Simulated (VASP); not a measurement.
These are PBE GGA, VASP's PBE PAW potentials (set 64) (plane waves; VASP) values and carry that method's errors.

Input for VASP

**KPOINTS**
```
kpoints
0
gamma
 14 14 8
```

File POSCAR:
```
Re
4.4856310
  0.3090148688  -0.5352294273   0.0000000000
  0.3090148688   0.5352294273   0.0000000000
  0.0000000000   0.0000000000   1.0000001063
Re
2
Cart
  0.3090148688   0.1784101659   0.2500000266
  0.3090148688  -0.1784101659   0.7500000798
```

**INCAR**
```
! general
SYSTEM  = Re
PREC    = Accurate
ENCUT   = 530
LREAL   = .FALSE.
LASPH   = .TRUE.   ! aspherical one-centre terms

! electronic loop
EDIFF   = 1E-7   ! SCF stop (eV)
NELM    = 100   ! most electronic steps
ALGO    = Normal   ! blocked Davidson
LMAXMIX = 6

! smearing
ISMEAR  = 1
SIGMA   = 0.1   ! width (eV)

! functional
GGA     = PE   ! PBE

! ions
IBRION  = 6
NSW     = 1   ! most ionic steps
ISIF    = 3
POTIM   = 0.015   ! step
NFREE   = 2

! output
LWAVE   = .FALSE.
LCHARG  = .FALSE.
```

POTCAR, in this order: Re (PBE.64 set). Program: vasp_std.

Output of the run:

**OUTCAR**
```
 ion  position               nearest neighbor table
   1  0.333  0.667  0.250-   2 2.76   2 2.76   2 2.76   2 2.76   2 2.76   2 2.76
   2  0.667  0.333  0.750-   1 2.76   1 2.76   1 2.76   1 2.76   1 2.76   1 2.76
  LATTYP: Found a hexagonal cell.
 ALAT       =     2.7722532497
 C/A-ratio  =     1.6180453490
 Subroutine PRICEL returns:
 Original cell was already a primitive cell.
 Subroutine GETGRP returns: Found 24 space group operations
The static configuration has the point symmetry D_3d.
 The point group associated with its full space group is D_6h.
The dynamic configuration has the point symmetry D_3d.
 Subroutine INISYM returns: Found 24 space group operations
 Subroutine IBZKPT returns following result:
 Found    120 irreducible k-points:

 Following reciprocal coordinates:
            Coordinates               Weight
  0.000000  0.000000  0.000000      1.000000
  0.071429  0.000000  0.000000      6.000000
  0.142857  0.000000  0.000000      6.000000
  0.214286  0.000000  0.000000      6.000000
  0.285714  0.000000  0.000000      6.000000
  0.357143 -0.000000  0.000000      6.000000
  0.428571  0.000000  0.000000      6.000000
...
```

File OSZICAR:
```
...
DAV:   5    -0.248509111512E+02    0.21640E-04   -0.95930E-05 21683   0.219E-01    0.122E-02
DAV:   6    -0.248509118168E+02   -0.66560E-06   -0.21904E-06 16656   0.138E-02    0.369E-03
DAV:   7    -0.248509120037E+02   -0.18697E-06   -0.55527E-08 10381   0.687E-03    0.932E-04
DAV:   8    -0.248509119985E+02    0.52009E-08   -0.20296E-08  8970   0.381E-03
   8 F= -.24850912E+02 E0= -.24851022E+02  d E =0.330728E-03
       N       E                     dE             d eps       ncg     rms          rms(c)
DAV:   1    -0.248705497478E+02   -0.19638E-01   -0.12293E+00 16941   0.382E+01    0.727E-01
DAV:   2    -0.248553746083E+02    0.15175E-01   -0.19532E-02 20972   0.181E+00    0.358E-01
DAV:   3    -0.248509075073E+02    0.44671E-02   -0.10275E-02 20400   0.139E+00    0.601E-02
DAV:   4    -0.248509169822E+02   -0.94749E-05   -0.33447E-04 18324   0.213E-01    0.241E-02
DAV:   5    -0.248509122832E+02    0.46990E-05   -0.80575E-06 21789   0.754E-02    0.865E-03
DAV:   6    -0.248509119906E+02    0.29266E-06   -0.34617E-07 12642   0.190E-02    0.327E-03
DAV:   7    -0.248509119852E+02    0.54223E-08   -0.13123E-07 10559   0.923E-03
   9 F= -.24850912E+02 E0= -.24851022E+02  d E =0.330749E-03
       N       E                     dE             d eps       ncg     rms          rms(c)
DAV:   1    -0.248425025914E+02    0.84094E-02   -0.11029E+00 14181   0.404E+01    0.433E-01
DAV:   2    -0.248432325761E+02   -0.72998E-03   -0.10222E-02 18625   0.123E+00    0.234E-01
DAV:   3    -0.248486885861E+02   -0.54560E-02   -0.46758E-03 18132   0.100E+00    0.595E-02
DAV:   4    -0.248507553437E+02   -0.20668E-02   -0.32878E-04 17212   0.251E-01    0.161E-02
DAV:   5    -0.248515506156E+02   -0.79527E-03   -0.30607E-05 18425   0.734E-02    0.776E-03
DAV:   6    -0.248516427849E+02   -0.92169E-04   -0.10619E-06 15855   0.108E-02    0.901E-04
DAV:   7    -0.248516481354E+02   -0.53505E-05   -0.13614E-08  8511   0.305E-03    0.316E-04
DAV:   8    -0.248516470199E+02    0.11155E-05   -0.75227E-09  7964   0.360E-03    0.160E-04
DAV:   9    -0.248516471517E+02   -0.13172E-06   -0.55995E-09  7518   0.241E-03    0.502E-05
DAV:  10    -0.248516471637E+02   -0.11997E-07   -0.41018E-09  7125   0.255E-03
  10 F= -.24851647E+02 E0= -.24851935E+02  d E =0.864838E-03
       N       E                     dE             d eps       ncg     rms          rms(c)
DAV:   1    -0.248674515010E+02   -0.15804E-01   -0.11561E+00 14669   0.365E+01    0.684E-01
DAV:   2    -0.248551798564E+02    0.12272E-01   -0.15954E-02 18366   0.181E+00    0.336E-01
DAV:   3    -0.248516490372E+02    0.35308E-02   -0.80780E-03 18475   0.136E+00    0.676E-02
DAV:   4    -0.248516504609E+02   -0.14237E-05   -0.22579E-04 15341   0.207E-01    0.208E-02
DAV:   5    -0.248516473282E+02    0.31327E-05   -0.61051E-06 18466   0.534E-02    0.797E-03
DAV:   6    -0.248516471210E+02    0.20717E-06   -0.20511E-07  9450   0.183E-02    0.295E-03
DAV:   7    -0.248516471204E+02    0.58230E-09   -0.12625E-07  9079   0.752E-03
  11 F= -.24851647E+02 E0= -.24851935E+02  d E =0.864790E-03
       N       E                     dE             d eps       ncg     rms          rms(c)
DAV:   1    -0.248610410600E+02   -0.93939E-02   -0.88418E-01 14157   0.320E+01    0.419E-01
DAV:   2    -0.248552357054E+02    0.58054E-02   -0.89682E-03 18090   0.118E+00    0.225E-01
DAV:   3    -0.248520469725E+02    0.31887E-02   -0.42870E-03 18526   0.966E-01    0.535E-02
DAV:   4    -0.248517418028E+02    0.30517E-03   -0.26105E-04 17402   0.242E-01    0.156E-02
DAV:   5    -0.248516536552E+02    0.88148E-04   -0.26963E-05 18706   0.758E-02    0.774E-03
DAV:   6    -0.248516471796E+02    0.64756E-05   -0.93786E-07 15689   0.104E-02    0.681E-04
DAV:   7    -0.248516466738E+02    0.50578E-06   -0.10956E-08  8230   0.215E-03    0.191E-04
DAV:   8    -0.248516467703E+02   -0.96526E-07   -0.46394E-09  7818   0.346E-03
  12 F= -.24851647E+02 E0= -.24851936E+02  d E =0.868061E-03
       N       E                     dE             d eps       ncg     rms          rms(c)
DAV:   1    -0.248673828841E+02   -0.15736E-01   -0.12026E+00 14859   0.379E+01    0.671E-01
DAV:   2    -0.248551598931E+02    0.12223E-01   -0.16711E-02 18439   0.182E+00    0.327E-01
DAV:   3    -0.248516486534E+02    0.35112E-02   -0.80226E-03 18697   0.134E+00    0.663E-02
DAV:   4    -0.248516501725E+02   -0.15191E-05   -0.21795E-04 15287   0.199E-01    0.202E-02
DAV:   5    -0.248516470177E+02    0.31548E-05   -0.56080E-06 18676   0.541E-02    0.787E-03
DAV:   6    -0.248516468304E+02    0.18727E-06   -0.17379E-07  9001   0.170E-02    0.278E-03
DAV:   7    -0.248516468312E+02   -0.75966E-09   -0.11907E-07  9164   0.781E-03
  13 F= -.24851647E+02 E0= -.24851936E+02  d E =0.868015E-03
       N       E                     dE             d eps       ncg     rms          rms(c)
DAV:   1    -0.248547060546E+02   -0.30592E-02   -0.12575E+00 16884   0.295E+01    0.255E-01
DAV:   2    -0.248543273171E+02    0.37874E-03   -0.11702E-02 19922   0.110E+00    0.163E-01
DAV:   3    -0.248546093586E+02   -0.28204E-03   -0.39595E-03 21536   0.948E-01    0.214E-02
DAV:   4    -0.248546251458E+02   -0.15787E-04   -0.10740E-04 14434   0.907E-02    0.136E-02
DAV:   5    -0.248546436694E+02   -0.18524E-04   -0.14853E-05 21371   0.493E-02    0.173E-03
DAV:   6    -0.248546436438E+02    0.25621E-07   -0.14263E-07 12655   0.459E-03
  14 F= -.24854644E+02 E0= -.24854949E+02  d E =0.914985E-03
       N       E                     dE             d eps       ncg     rms          rms(c)
DAV:   1    -0.248549812297E+02   -0.33756E-03   -0.17821E+00 16046   0.131E+01    0.199E-01
DAV:   2    -0.248554456788E+02   -0.46445E-03   -0.17204E-02 19021   0.169E+00    0.129E-01
DAV:   3    -0.248546644623E+02    0.78122E-03   -0.23785E-03 17448   0.594E-01    0.269E-02
DAV:   4    -0.248546516906E+02    0.12772E-04   -0.47333E-05 20364   0.887E-02    0.162E-02
DAV:   5    -0.248546445434E+02    0.71472E-05   -0.17287E-05 18228   0.578E-02    0.184E-03
DAV:   6    -0.248546445129E+02    0.30501E-07   -0.13067E-07 11339   0.573E-03
  15 F= -.24854645E+02 E0= -.24854950E+02  d E =0.914976E-03
       N       E                     dE             d eps       ncg     rms          rms(c)
DAV:   1    -0.248545530653E+02    0.91478E-04   -0.15311E+00  5344   0.124E+01    0.183E-01
DAV:   2    -0.248555640178E+02   -0.10110E-02   -0.20634E-02  6105   0.185E+00    0.109E-01
DAV:   3    -0.248552247849E+02    0.33923E-03   -0.52274E-04  6159   0.335E-01    0.593E-02
DAV:   4    -0.248550059436E+02    0.21884E-03   -0.26741E-04  6101   0.195E-01    0.854E-03
DAV:   5    -0.248550019222E+02    0.40214E-05   -0.46884E-06  6817   0.285E-02    0.403E-03
DAV:   6    -0.248549934056E+02    0.85166E-05   -0.87010E-07  6154   0.124E-02    0.766E-04
DAV:   7    -0.248549915516E+02    0.18540E-05   -0.41503E-08  3351   0.289E-03    0.316E-04
DAV:   8    -0.248549913711E+02    0.18052E-06   -0.13066E-08  3084   0.697E-03    0.156E-04
DAV:   9    -0.248549912806E+02    0.90563E-07   -0.84650E-09  2937   0.234E-03
  16 F= -.24854991E+02 E0= -.24855279E+02  d E =0.863754E-03
       N       E                     dE             d eps       ncg     rms          rms(c)
DAV:   1    -0.248535782318E+02    0.14131E-02   -0.27533E+00  5333   0.156E+01    0.311E-01
DAV:   2    -0.248557171898E+02   -0.21390E-02   -0.45816E-02  5784   0.291E+00    0.179E-01
DAV:   3    -0.248552105610E+02    0.50663E-03   -0.10868E-03  6140   0.492E-01    0.920E-02
DAV:   4    -0.248549922436E+02    0.21832E-03   -0.36641E-04  5979   0.247E-01    0.124E-02
DAV:   5    -0.248549919117E+02    0.33186E-06   -0.88478E-06  6490   0.346E-02    0.551E-03
DAV:   6    -0.248549911794E+02    0.73238E-06   -0.18260E-06  5931   0.171E-02    0.913E-04
DAV:   7    -0.248549911502E+02    0.29216E-07   -0.65941E-08  3232   0.391E-03
  17 F= -.24854991E+02 E0= -.24855279E+02  d E =0.863763E-03
```

OUTCAR:
```
------------------------ aborting loop because EDIFF is reached ----------------------------------------
  FORCE on cell =-STRESS in cart. coord.  units (eV):
  Direction    XX          YY          ZZ          XY          YZ          ZX
  --------------------------------------------------------------------------------------
  Total        0.0219311      0.0219311      0.0102011      0.0000000     -0.0000000      0.0000000
  in kB        1.1769334      1.1769333      0.5474431      0.0000000     -0.0000000      0.0000000
  external PRESSURE =       0.9671033 kB  Pullay stress =       0.0000000 kB
  volume of cell :       29.86
      direct lattice vectors                 reciprocal lattice vectors
     1.386126675 -2.400841711  0.000000000     0.360717393 -0.208260294  0.000000000
     1.386126675  2.400841711  0.000000000     0.360717393  0.208260294  0.000000000
     0.000000000  0.000000000  4.485631477     0.000000000  0.000000000  0.222934052
 POSITION                                       TOTAL-FORCE (eV/Angst)
 -----------------------------------------------------------------------------------
      1.38613      0.80028      1.10641         0.000000      0.000000      0.024842
      1.38613     -0.80028      3.36422        -0.000000     -0.000000     -0.024842
 -----------------------------------------------------------------------------------
    total drift:                                0.000000      0.000025     -0.000076
  FREE ENERGIE OF THE ION-ELECTRON SYSTEM (eV)
  ---------------------------------------------------
  free  energy   TOTEN  =       -24.8549911502 eV

  energy  without entropy=      -24.8558549134  energy(sigma->0) =      -24.85527907

   1 f  =    3.525739 THz    22.152870 2PiTHz  117.605988 cm-1    14.581278 meV
             X         Y         Z           dx          dy          dz
      1.386127  0.800282  1.121408     0.707107   -0.000000    0.000000
      1.386127 -0.800282  3.364224    -0.707107    0.000000    0.000000

   2 f  =    3.525739 THz    22.152869 2PiTHz  117.605982 cm-1    14.581277 meV
             X         Y         Z           dx          dy          dz
      1.386127  0.800282  1.121408     0.000000    0.707107    0.000000
      1.386127 -0.800282  3.364224    -0.000000   -0.707107    0.000000

   3 f  =    2.082999 THz    13.087869 2PiTHz   69.481368 cm-1     8.614588 meV
             X         Y         Z           dx          dy          dz
      1.386127  0.800282  1.121408    -0.000000   -0.000000    0.707107
      1.386127 -0.800282  3.364224     0.000000   -0.000000   -0.707107

   4 f  =    0.000000 THz     0.000000 2PiTHz    0.000002 cm-1     0.000000 meV
             X         Y         Z           dx          dy          dz
      1.386127  0.800282  1.121408     0.707107    0.000000    0.000000
      1.386127 -0.800282  3.364224     0.707107    0.000000    0.000000

   5 f  =    0.000000 THz     0.000000 2PiTHz    0.000001 cm-1     0.000000 meV
             X         Y         Z           dx          dy          dz
      1.386127  0.800282  1.121408    -0.000000    0.138558    0.693399
      1.386127 -0.800282  3.364224    -0.000000    0.138558    0.693399

   6 f  =    0.000000 THz     0.000000 2PiTHz    0.000001 cm-1     0.000000 meV
             X         Y         Z           dx          dy          dz
      1.386127  0.800282  1.121408    -0.000000    0.693399   -0.138558
      1.386127 -0.800282  3.364224    -0.000000    0.693399   -0.138558

 ELASTIC MODULI CONTR FROM IONIC RELAXATION (kBar)
 Direction    XX          YY          ZZ          XY          YZ          ZX
 --------------------------------------------------------------------------------
 XX         -31.4324     31.4324      0.0000      0.0000      0.0000      0.0000
 YY          31.4324    -31.4324     -0.0000     -0.0000     -0.0000      0.0000
 ZZ           0.0000     -0.0000     -0.0000     -0.0000      0.0000      0.0000
 XY           0.0000     -0.0000     -0.0000    -31.4324      0.0000      0.0000
 YZ           0.0000     -0.0000      0.0000      0.0000     -0.0000      0.0000
 ZX           0.0000      0.0000      0.0000      0.0000      0.0000      0.0000
 --------------------------------------------------------------------------------

 TOTAL ELASTIC MODULI (kBar)
 Direction    XX          YY          ZZ          XY          YZ          ZX
 --------------------------------------------------------------------------------
 XX        6415.4362   2512.1300   2268.0099      0.0000     -0.0000     -0.0000
 YY        2512.1300   6415.4349   2268.0097     -0.0000     -0.0000      0.0000
 ZZ        2268.0099   2268.0097   6851.9238     -0.0000      0.0000      0.0000
 XY           0.0000     -0.0000     -0.0000   1951.6528      0.0000     -0.0000
 YZ          -0.0000     -0.0000      0.0000      0.0000   1681.9297      0.0000
 ZX          -0.0000      0.0000      0.0000     -0.0000      0.0000   1681.9297
 --------------------------------------------------------------------------------
```
(Selected blocks of OUTCAR.)

Finite-difference elastic constants of metals are sensitive to mesh and smearing; shear constants can be off by tens of GPa.

The compound is Re in the hcp structure. It was relaxed first.
